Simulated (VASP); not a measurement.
Consider the following.

```yaml
crystal:
  lattice:
    - [-1.66859, 1.66859, 1.66859]
    - [1.66859, -1.66859, 1.66859]
    - [1.66859, 1.66859, -1.66859]
  atoms:
    - { symbol: Ge, position: [0.00000, 0.00000, 0.00000] }
```

Calculation: r2SCAN meta-GGA, VASP's PBE PAW potentials (set 64) (plane waves; VASP 6.6.1). Settings: 400 eV cut-off, 17×17×17 Γ-centred mesh, tetrahedra with Blöchl corrections, potentials Ge_d.

Q: Estimate the energy per atom (σ→0), band gap (over mesh and band path) with the smallest direct gap where there is one.

A: 
| Item | Value |
|---|---|
| band gap (over mesh and band path) | none (metal, semimetal or under 0.01 eV) |
| energy per atom (σ→0) | -13.292 eV/atom |

Only differences to runs with the same potentials and settings are physical.

The structure was generated: Ge was put into the bcc type (Im-3m), which need not be its known phase. It was relaxed first, which changed the volume by -5 %.
